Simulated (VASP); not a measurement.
Data:

```xyz
3
Lattice="1.6167 -2.8002 0.0000 1.6167 2.8002 0.0000 0.0000 0.0000 3.6006" Properties=species:S:1:pos:R:3 pbc="T T T"
Zr     0.0000     0.0000     0.0000
B      1.6167     0.9334     1.8003
B      1.6167    -0.9334     1.8003
```

These are PBE GGA with D4 dispersion, VASP's PBE PAW potentials (set 64) (plane waves; VASP 6.6.1) values and carry that method's errors. Run with 520 eV cut-off, 10×10×8 Γ-centred mesh, first-order Methfessel-Paxton smearing of 0.10 eV, potentials Zr_sv B.

Problem. Give the stress tensor in GPa (positive for a compressed cell).

Solution. 
```
-17.19    0.00    0.00
  0.00  -17.19    0.00
  0.00    0.00  -15.98
```
The pressure is its mean diagonal, -16.79 GPa.

The compound is ZrB2 in the AlB2 type structure. The cell was not relaxed at this level. The run is one of a series of settings (IVDW = 13 against the base run), some of them coarse on purpose.
